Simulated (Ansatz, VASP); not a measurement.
# Cross-check of PtS2 between VASP and Ansatz

One calculation is typed for both programs; each brings its own data sets. How far apart do they land? The cell is taken from a series of runs on this material, whose earlier steps may have relaxed, scaled, displaced or heated it; both programs get it as it stands.

Method: plane waves, with VASP 6.6.1 beside it; zone-centre phonons at PBE with D3(BJ), in Ansatz 0.2.0.

### 1. The starting structure

Symmetry: P-3m1, No. 164, trigonal system. The conventional cell has a = 3.580 Å, b = 3.580 Å, c = 4.578 Å, α = 90.00°, β = 90.00°, γ = 120.00°. Nearest to S lie 3 Pt at 2.39 Å. Nearest to Pt lie 6 S at 2.39 Å. Farther neighbours and most contacts between anions are not listed.

### 2. VASP: zone-centre phonons, PBE with D3(BJ)

Second derivatives magnify differences that forces hide, and they need a tight electronic threshold.

Lines of VASP's logs that name or quote its potential files are left out, and so is its time.

The input, INCAR:

```
SYSTEM = PtS2
PREC = Accurate
ENCUT = 500
EDIFF = 1E-08
NELM = 120
ISMEAR = 0
SIGMA = 0.01
LREAL = .FALSE.
ALGO = Normal
GGA = PE
IVDW = 12
NBANDS = 17
LASPH = .TRUE.
LORBIT = 11
LWAVE = .FALSE.
LCHARG = .FALSE.
ISIF = 2
IBRION = 6
NFREE = 2
POTIM = 0.015
NSW = 1
GGA_COMPAT = .FALSE.
KPAR = 2
```

The input, POSCAR:

```
PtS2
1.0
    3.5803002964      0.0000000000      0.0000000000
   -1.7901501482      3.1006310099      0.0000000000
    0.0000000000      0.0000000000      4.5777438302
S Pt
2 1
Direct
    0.3333333333      0.6666666667      0.2630145302
    0.6666666667      0.3333333333      0.7369854698
    0.0000000000      0.0000000000      0.0000000000
```

The input, KPOINTS:

```
Automatic mesh
0
Gamma
12 12 8
0 0 0
```

PAW data sets: S and Pt (PBE family, release 64).

On the command line:

```sh
mpirun -np 2 vasp_std
```

Numbers of over 12 decimals in the logs are rounded to 6 here.

Log:

```text
[banner, memory and clock lines left out]
running    2 mpi-ranks, on    1 nodes
 distrk:  each k-point on    1 cores,    2 groups
 distr:  one band on    1 cores,    1 groups

 POSCAR found type information on POSCAR S Pt
 POSCAR found :  2 types and       3 ions
 LDA part: xc-table for (Slater+PW92), standard interpolation
 POSCAR, INCAR and KPOINTS ok, starting setup
 FFT: planning ... GRIDC
 FFT: planning ... GRID_SOFT
 FFT: planning ... GRID
 WAVECAR not read
 entering main loop
       N       E                     dE             d eps       ncg     rms          rms(c)
DAV:   1     0.108844967957E+03    0.10884E+03   -0.10341E+04  4542   0.113E+03
DAV:   2    -0.117219770299E+02   -0.12057E+03   -0.11696E+03  5556   0.226E+02
DAV:   3    -0.165119842268E+02   -0.47900E+01   -0.47614E+01  5579   0.467E+01
DAV:   4    -0.165602263255E+02   -0.48242E-01   -0.48216E-01  6021   0.515E+00
DAV:   5    -0.165608636059E+02   -0.63728E-03   -0.63721E-03  5822   0.575E-01    0.182E+01
DAV:   6    -0.155555663366E+02    0.10053E+01   -0.69095E+00  4534   0.253E+01    0.127E+01
DAV:   7    -0.153017019397E+02    0.25386E+00   -0.13009E+00  4537   0.117E+01    0.594E+00
DAV:   8    -0.152866554075E+02    0.15047E-01   -0.68519E-02  5138   0.189E+00    0.135E+00
DAV:   9    -0.152834499507E+02    0.32055E-02   -0.92783E-03  5539   0.992E-01    0.215E-01
DAV:  10    -0.152836029198E+02   -0.15297E-03   -0.13157E-03  5535   0.243E-01    0.896E-02
DAV:  11    -0.152836470080E+02   -0.44088E-04   -0.45838E-05  5456   0.540E-02    0.445E-02
DAV:  12    -0.152836500412E+02   -0.30332E-05   -0.79606E-06  5579   0.251E-02    0.739E-03
DAV:  13    -0.152836510953E+02   -0.10540E-05   -0.72192E-07  5478   0.656E-03    0.373E-03
DAV:  14    -0.152836512175E+02   -0.12219E-06   -0.21573E-07  5472   0.311E-03    0.112E-03
DAV:  15    -0.152836511696E+02    0.47881E-07   -0.15617E-08  4684   0.913E-04    0.526E-04
DAV:  16    -0.152836511373E+02    0.32262E-07   -0.49249E-09  2624   0.411E-04    0.140E-04
DAV:  17    -0.152836511359E+02    0.14395E-08   -0.39107E-10  2398   0.151E-04
   1 F= -.16667307E+02 E0= -.16667298E+02  d E =-.184400E-04
[... from here on, the cycles between the ionic steps are left out ...]
   2 F= -.16666282E+02 E0= -.16666276E+02  d E =-.122228E-04
   3 F= -.16666282E+02 E0= -.16666276E+02  d E =-.122275E-04
   4 F= -.16665423E+02 E0= -.16665414E+02  d E =-.184240E-04
   5 F= -.16666671E+02 E0= -.16666662E+02  d E =-.184720E-04
   6 F= -.16665451E+02 E0= -.16665442E+02  d E =-.183886E-04
   7 F= -.16665451E+02 E0= -.16665442E+02  d E =-.183886E-04
   8 F= -.16665246E+02 E0= -.16665237E+02  d E =-.184462E-04
 Finite differences progress:
  Degree of freedom:   4/  4
  Displacement:        1/  2
  Total:               7/  8
 bond charge predicted
       N       E                     dE             d eps       ncg     rms          rms(c)
DAV:   1    -0.152758814322E+02    0.57098E-02   -0.48133E+00  4472   0.115E+01    0.560E-01
DAV:   2    -0.152823771533E+02   -0.64957E-02   -0.67292E-02  5460   0.185E+00    0.243E-01
DAV:   3    -0.152817573486E+02    0.61980E-03   -0.17836E-03  5624   0.280E-01    0.142E-01
DAV:   4    -0.152815842921E+02    0.17306E-03   -0.93128E-04  5231   0.166E-01    0.435E-02
DAV:   5    -0.152815939479E+02   -0.96558E-05   -0.41078E-05  5474   0.428E-02    0.162E-02
DAV:   6    -0.152815911410E+02    0.28069E-05   -0.12054E-05  5221   0.226E-02    0.683E-03
DAV:   7    -0.152815912309E+02   -0.89929E-07   -0.27326E-06  5738   0.106E-02    0.352E-03
DAV:   8    -0.152815911944E+02    0.36526E-07   -0.44625E-07  4877   0.397E-03    0.623E-04
DAV:   9    -0.152815911994E+02   -0.50040E-08   -0.11350E-08  4196   0.804E-04
   9 F= -.16665246E+02 E0= -.16665237E+02  d E =-.184462E-04
 Finite differences progress:
  Degree of freedom:   4/  4
  Displacement:        2/  2
  Total:               8/  8
```

OUTCAR, selected parts (step 2):

```text
ion  position               nearest neighbor table
   1  0.333  0.667  0.263-   3 2.39   3 2.39   3 2.39
   2  0.667  0.333  0.737-   3 2.39   3 2.39   3 2.39
   3  0.000  0.000  0.000-   1 2.39   2 2.39   2 2.39   1 2.39   2 2.39   1 2.39

  LATTYP: Found a hexagonal cell.
 ALAT       =     3.5803002964
 C/A-ratio  =     1.2785921435

 Subroutine GETGRP returns: Found 12 space group operations
 (whereof 12 operations were pure point group operations)

The static configuration has the point symmetry D_3d.

 Found    131 irreducible k-points:

   k-points           NKPTS =    131   k-points in BZ     NKDIM =    131   number of bands    NBANDS=     17

   dimension x,y,z NGX =    28 NGY =   28 NGZ =   36
   dimension x,y,z NGXF=    56 NGYF=   56 NGZF=   72

   ENCUT  =  500.0 eV  36.75 Ry    6.06 a.u.   6.53  6.53  8.35*2*pi/ulx,y,z

   NELECT =      22.0000    total number of electrons

 k-points in reciprocal lattice and weights: Automatic mesh
   0.00000000  0.00000000  0.00000000       0.001
   0.08333333  0.00000000  0.00000000       0.005
   0.16666667  0.00000000  0.00000000       0.005
   0.25000000  0.00000000  0.00000000       0.005
   0.33333333  0.00000000  0.00000000       0.005
   0.41666667  0.00000000  0.00000000       0.005
   0.50000000  0.00000000  0.00000000       0.003
   0.08333333  0.08333333  0.00000000       0.005
   0.16666667  0.08333333  0.00000000       0.010
[...]
0.33333333  0.25000000  0.50000000       0.010
   0.33333333  0.33333333  0.50000000       0.002

 Edisp (eV)   -1.38365

 average (electrostatic) potential at core
       1 -84.4877       2 -84.5273       3 -67.3162

 E-fermi :   8.3102

 k-point     1 :       0.0000    0.0000    0.0000
  band No.  band energies     occupation
    ...
      6       3.9884      2.00000
      7       3.9884      2.00000
      8       5.7417      2.00000
      9       6.6351      2.00000
     10       6.6351      2.00000
     11       8.3908      0.00000
     12       9.2909      0.00000
     13       9.2909      0.00000
     14      11.7156      0.00000
     15      13.3074      0.00000
    ...

 k-point     2 :       0.0833    0.0000    0.0000
  band No.  band energies     occupation
    ...
      7       3.9190      2.00000
      8       5.5017      2.00000
      9       6.5036      2.00000
     10       6.5823      2.00000
     11       8.0166      2.00000
     12       9.3400      0.00000
     13       9.4314      0.00000
     14      12.2128      0.00000
     15      13.6535      0.00000
     16      15.4023      0.00000
    ...

 k-point     3 :       0.1667    0.0000    0.0000
  band No.  band energies     occupation
    ...
      7       3.7626      2.00000
      8       4.9621      2.00000
      9       6.2752      2.00000
     10       6.3773      2.00000
     11       7.3526      2.00000
     12       9.5270      0.00000
     13       9.6284      0.00000
     14      13.1223      0.00000
     15      14.2383      0.00000
     16      15.4264      0.00000
    ...

 Edisp (eV)   -1.38365

  Total       0.10930     0.10930     0.17989     0.00000    -0.00000    -0.00000
  in kB       3.44582     3.44582     5.67155     0.00000    -0.00000    -0.00000
  external pressure =        4.19 kB  Pullay stress =        0.00 kB

  energy-cutoff  :      500.00
  volume of cell :       50.82
      direct lattice vectors                 reciprocal lattice vectors
     3.580300296  0.000000000  0.000000000     0.279306180  0.161257498  0.000000000
    -1.790150148  3.100631010  0.000000000     0.000000000  0.322514997  0.000000000
     0.000000000  0.000000000  4.577743830     0.000000000  0.000000000  0.218448222

 POSITION                                       TOTAL-FORCE (eV/Angst)
 -----------------------------------------------------------------------------------
     -0.00000      2.06709      1.20401        -0.000000      0.000000     -0.177244
      1.79015      1.03354      3.37373         0.000000     -0.000000     -0.097611
      0.00000      0.00000     -0.01500         0.000000     -0.000000      0.274855
 -----------------------------------------------------------------------------------
    total drift:                                0.000000     -0.000000     -0.000098

  FREE ENERGIE OF THE ION-ELECTRON SYSTEM (eV)
  ---------------------------------------------------
  free  energy   TOTEN  =       -16.6652457884 eV

  energy  without entropy=      -16.6652273422  energy(sigma->0) =      -16.66523657

 Eigenvectors and eigenvalues of the dynamical matrix
 ----------------------------------------------------

   1 f  =   10.045135 THz    63.115445 2PiTHz  335.069636 cm-1    41.543322 meV
             X         Y         Z           dx          dy          dz
     -0.000000  2.067087  1.204013    -0.000000   -0.000000    0.707107
      1.790150  1.033544  3.373731    -0.000000   -0.000000   -0.707107
      0.000000  0.000000  0.000000     0.000000    0.000000    0.000000

   2 f  =    9.633140 THz    60.526806 2PiTHz  321.326973 cm-1    39.839449 meV
             X         Y         Z           dx          dy          dz
     -0.000000  2.067087  1.204013    -0.000000   -0.000000   -0.613432
      1.790150  1.033544  3.373731    -0.000000   -0.000000   -0.613432
      0.000000  0.000000  0.000000    -0.000000    0.000000    0.497396

   3 f  =    9.149255 THz    57.486464 2PiTHz  305.186293 cm-1    37.838261 meV
             X         Y         Z           dx          dy          dz
     -0.000000  2.067087  1.204013     0.000000   -0.613401    0.000000
      1.790150  1.033544  3.373731     0.000000   -0.613401    0.000000
      0.000000  0.000000  0.000000    -0.000000    0.497473   -0.000000

   4 f  =    9.149255 THz    57.486464 2PiTHz  305.186293 cm-1    37.838261 meV
             X         Y         Z           dx          dy          dz
     -0.000000  2.067087  1.204013    -0.613401   -0.000000   -0.000000
      1.790150  1.033544  3.373731    -0.613401   -0.000000    0.000000
      0.000000  0.000000  0.000000     0.497473   -0.000000    0.000000

   5 f  =    8.749727 THz    54.976158 2PiTHz  291.859485 cm-1    36.185948 meV
             X         Y         Z           dx          dy          dz
     -0.000000  2.067087  1.204013     0.000002    0.707107   -0.000000
      1.790150  1.033544  3.373731    -0.000002   -0.707107    0.000000
      0.000000  0.000000  0.000000     0.000000   -0.000000    0.000000

   6 f  =    8.749727 THz    54.976158 2PiTHz  291.859485 cm-1    36.185948 meV
             X         Y         Z           dx          dy          dz
     -0.000000  2.067087  1.204013     0.707107   -0.000002   -0.000000
      1.790150  1.033544  3.373731    -0.707107    0.000002    0.000000
      0.000000  0.000000  0.000000     0.000000    0.000000    0.000000

   7 f/i=    0.000096 THz     0.000605 2PiTHz    0.003213 cm-1     0.000398 meV
             X         Y         Z           dx          dy          dz
     -0.000000  2.067087  1.204013     0.000000   -0.000000    0.351712
      1.790150  1.033544  3.373731     0.000000   -0.000000    0.351712
      0.000000  0.000000  0.000000     0.000000   -0.000000    0.867524

   8 f/i=    0.000723 THz     0.004543 2PiTHz    0.024118 cm-1     0.002990 meV
             X         Y         Z           dx          dy          dz
     -0.000000  2.067087  1.204013     0.176049   -0.304543   -0.000000
      1.790150  1.033544  3.373731     0.176049   -0.304543   -0.000000
      0.000000  0.000000  0.000000     0.434147   -0.751024   -0.000000

   9 f/i=    0.000723 THz     0.004543 2PiTHz    0.024118 cm-1     0.002990 meV
             X         Y         Z           dx          dy          dz
     -0.000000  2.067087  1.204013     0.304543    0.176049    0.000000
      1.790150  1.033544  3.373731     0.304543    0.176049    0.000000
      0.000000  0.000000  0.000000     0.751024    0.434147    0.000000

 ELASTIC MODULI CONTR FROM IONIC RELAXATION (kBar)
 Direction    XX          YY          ZZ          XY          YZ          ZX
 --------------------------------------------------------------------------------
 XX        -672.2383   -418.6374   -655.6619     -0.0000    265.7232      0.0000
 YY        -418.6374   -672.2383   -655.6619     -0.0000   -265.7232      0.0000
 ZZ        -655.6619   -655.6619   -788.1604     -0.0000      0.0000      0.0000
 XY          -0.0000     -0.0000     -0.0000   -126.8005      0.0000    265.7240
 YZ         265.7232   -265.7232      0.0000      0.0000   -556.8498     -0.0000
 ZX           0.0000      0.0000      0.0000    265.7240     -0.0000   -556.8530
 --------------------------------------------------------------------------------

 total charge
# of ion       s       p       d       tot
------------------------------------------
    1        1.368   2.261   0.000   3.629
    2        1.368   2.261   0.000   3.629
    3        0.696   0.775   7.989   9.460
--------------------------------------------------
tot          3.432   5.297   7.989  16.717

[... 3 further parts left out ...]
```

CONTCAR:

```
PtS2
   1.00000000000000
     3.5803002963999999    0.0000000000000000    0.0000000000000000
    -1.7901501482000000    3.1006310098999998    0.0000000000000000
     0.0000000000000000    0.0000000000000000    4.5777438302000002
  S               Pt
     2     1
Direct
     0.3333333332999970    0.6666666667000030    0.2630145302000031
     0.6666666667000030    0.3333333332999970    0.7369854697999969
     0.0000000000000000    0.0000000000000000   -0.0032767233284316
```

Levels, forces or a CONTCAR printed for this step are those of its last displaced cell, not of the structure at rest.

(Continued in part 2 of 2.)

[Lines on the potential files, build, host, timing and source positions are cut from VASP's logs without a mark.]

[Logs are printed without paths, hosts, clocks, repeated set-up lines and the standing remarks that a program may print on its own settings, such as how far it seeks lower states.]

[Hosts, paths, dates, database ids (printed as entryN), source tags and the programs' standing remarks are cut or masked in the printed files.]
